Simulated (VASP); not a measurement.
Computed with r2SCAN meta-GGA, VASP's PBE PAW potentials (set 64) (plane waves; VASP).

VASP input:

KPOINTS:
```
Automatic mesh
0
Gamma
8 8 8
0 0 0
```

INCAR:
```
SYSTEM = NaCl
PREC = Accurate
ENCUT = 480
EDIFF = 1E-7
NELM = 100
ALGO = Normal
LREAL = .FALSE.
LASPH = .TRUE.
ISMEAR = 0
SIGMA = 0.05
METAGGA = R2SCAN
LMIXTAU = .TRUE.
LWAVE = .FALSE.
LCHARG = .FALSE.
ISIF = 3
IBRION = 2
NSW = 40
EDIFFG = -0.01
PSTRESS = 150
```

POSCAR:
```
NaCl
1
    0.0000000000     2.5505555804     2.5505555804
    2.5505555804    -0.0000000000     2.5505555804
    2.5505555804     2.5505555804     0.0000000000
Na Cl
1 1
Direct
  1.0000000000   1.0000000000   0.0000000000
  0.5000000000   0.5000000000   0.5000000000
```

POTCAR, in this order: Na_pv Cl (PBE.64 set). Program: vasp_std.

Output

**OUTCAR**
```
 ion  position               nearest neighbor table
   1  0.000  0.000  0.000-   2 2.55   2 2.55   2 2.55   2 2.55   2 2.55   2 2.55
   2  0.500  0.500  0.500-   1 2.55   1 2.55   1 2.55   1 2.55   1 2.55   1 2.55
  LATTYP: Found a face centered cubic cell.
 ALAT       =     5.1011111608
 Subroutine PRICEL returns:
 Original cell was already a primitive cell.
 Subroutine GETGRP returns: Found 48 space group operations
The static configuration has the point symmetry O_h .
The dynamic configuration has the point symmetry O_h .
 Subroutine INISYM returns: Found 48 space group operations
 Subroutine IBZKPT returns following result:
 Found     29 irreducible k-points:

 Following reciprocal coordinates:
            Coordinates               Weight
  0.000000  0.000000  0.000000      1.000000
  0.125000  0.000000  0.000000      8.000000
  0.250000  0.000000  0.000000      8.000000
  0.375000  0.000000  0.000000      8.000000
  0.500000  0.000000  0.000000      4.000000
  0.125000  0.125000  0.000000      6.000000
  0.250000  0.125000  0.000000     24.000000
  0.375000  0.125000  0.000000     24.000000
  0.500000  0.125000  0.000000     24.000000
...
```

OSZICAR:
```
       N       E                     dE             d eps       ncg     rms          rms(c)
DAV:   1     0.882665332913E+02    0.88267E+02   -0.75445E+03   647   0.136E+03
DAV:   2    -0.871048484644E+01   -0.96977E+02   -0.91155E+02   701   0.309E+02
DAV:   3    -0.153485391734E+02   -0.66381E+01   -0.65996E+01   764   0.813E+01
DAV:   4    -0.154680571039E+02   -0.11952E+00   -0.11940E+00   772   0.116E+01
DAV:   5    -0.154704420920E+02   -0.23850E-02   -0.23846E-02   794   0.161E+00    0.265E+00
DAV:   6    -0.133697423232E+02    0.21007E+01   -0.81131E-01   701   0.117E+01    0.310E+00
DAV:   7    -0.133134531398E+02    0.56289E-01   -0.21172E-01   641   0.708E+00    0.728E-01
DAV:   8    -0.133983323045E+02   -0.84879E-01   -0.26677E-01   638   0.680E+00    0.124E+00
DAV:   9    -0.134058323770E+02   -0.75001E-02   -0.21904E-02   638   0.214E+00    0.890E-01
DAV:  10    -0.134307499392E+02   -0.24918E-01   -0.28919E-02   674   0.227E+00    0.524E-01
DAV:  11    -0.134158991906E+02    0.14851E-01   -0.30340E-03   671   0.680E-01    0.285E-01
DAV:  12    -0.134154801168E+02    0.41907E-03   -0.12725E-04   731   0.165E-01    0.220E-01
DAV:  13    -0.134152559439E+02    0.22417E-03   -0.90775E-04   656   0.370E-01    0.100E-02
DAV:  14    -0.134152038939E+02    0.52050E-04   -0.15530E-05   716   0.525E-02    0.183E-03
DAV:  15    -0.134152071630E+02   -0.32691E-05   -0.45063E-07   758   0.966E-03    0.358E-03
DAV:  16    -0.134151892671E+02    0.17896E-04   -0.52686E-06   647   0.351E-02    0.509E-04
DAV:  17    -0.134152081513E+02   -0.18884E-04   -0.55445E-07   647   0.104E-02    0.365E-04
DAV:  18    -0.134152077768E+02    0.37457E-06   -0.28504E-08   466   0.280E-03    0.422E-04
DAV:  19    -0.134152082234E+02   -0.44665E-06   -0.13470E-08   343   0.179E-03    0.227E-04
DAV:  20    -0.134152078706E+02    0.35276E-06   -0.20768E-09   334   0.756E-04    0.383E-05
DAV:  21    -0.134152078950E+02   -0.24328E-07   -0.36992E-10   334   0.291E-04
   1 F= -.10308395E+02 E0= -.10308395E+02  d E =-.103084E+02
```

**OUTCAR**
```
------------------------ aborting loop because EDIFF is reached ----------------------------------------
  FORCE on cell =-STRESS in cart. coord.  units (eV):
  Direction    XX          YY          ZZ          XY          YZ          ZX
  --------------------------------------------------------------------------------------
  Total        3.0914764      3.0914764      3.0914764     -0.0000000      0.0000000      0.0000000
  in kB      149.2595581    149.2595581    149.2595581     -0.0000000      0.0000000      0.0000000
  external PRESSURE =      -0.7404419 kB  Pullay stress =     150.0000000 kB
  volume of cell :       33.18
      direct lattice vectors                 reciprocal lattice vectors
     0.000000000  2.550555580  2.550555580    -0.196035720  0.196035720  0.196035720
     2.550555580  0.000000000  2.550555580     0.196035720 -0.196035720  0.196035720
     2.550555580  2.550555580  0.000000000     0.196035720  0.196035720 -0.196035720
  FREE ENERGIE OF THE ION-ELECTRON SYSTEM (eV)
  ---------------------------------------------------
  free  energy   TOTEN  =       -13.4152078950 eV

  energy  without entropy=      -13.4152078950  energy(sigma->0) =      -13.41520789
  enthalpy is  TOTEN    =       -10.3083953652 eV   P V=        3.1068125298

 reached required accuracy - stopping structural energy minimisation
```
(Selected blocks of OUTCAR.)

The compound is NaCl in the rock salt structure. It was relaxed first under an external pressure of 15 GPa.
